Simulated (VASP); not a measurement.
Given:

```
CELL_PARAMETERS angstrom
      6.61756     0.00000     0.00000
      3.30878     4.67932     0.00000
      0.00000     0.00000    21.05624
ATOMIC_POSITIONS crystal
  Ta 0.75008 0.49984 0.34003
  Ta 0.24992 0.50016 0.34003
  Ta 0.75114 0.00000 0.33974
  Ta 0.24886 0.00000 0.33974
  Ta 0.00000 0.00000 0.44572
  Ta 0.50000 0.00000 0.44530
  Ta 0.00000 0.50000 0.44605
  Ta 0.50000 0.50000 0.44605
  Ta 0.74979 0.50042 0.55828
  Ta 0.25021 0.49958 0.55828
  Ta 0.74463 0.00000 0.55590
  Ta 0.25537 0.00000 0.55590
  Ta 0.00000 0.00000 0.65777
  Ta 0.50000 0.00000 0.66487
  Ta 0.00000 0.50000 0.66649
  Ta 0.50000 0.50000 0.66649
  Si 0.00000 0.00000 0.77385
```

These are PBE GGA, VASP's PBE PAW potentials (set 64) (plane waves; VASP) values and carry that method's errors. Settings: PREC = Normal, 400 eV cut-off, 5×6×1 Γ-centred mesh, first-order Methfessel-Paxton smearing of 0.10 eV, potentials Ta Si.

Unless said otherwise, spin-orbit coupling is left out, though it shifts the bands of the heavy elements here.

Predict the energy per atom (σ→0), band gap (on the k-mesh) with the smallest direct gap where there is one.

| Item | Result |
|---|---|
| band gap (on the k-mesh) | none (metal, semimetal or under 0.01 eV) |
| energy per atom (σ→0) | -10.906 eV/atom |

Only differences to runs with the same potentials and settings are physical.

The cell is a thin slab with vacuum, built from Ta (bcc): (110) face, Si adsorbed.
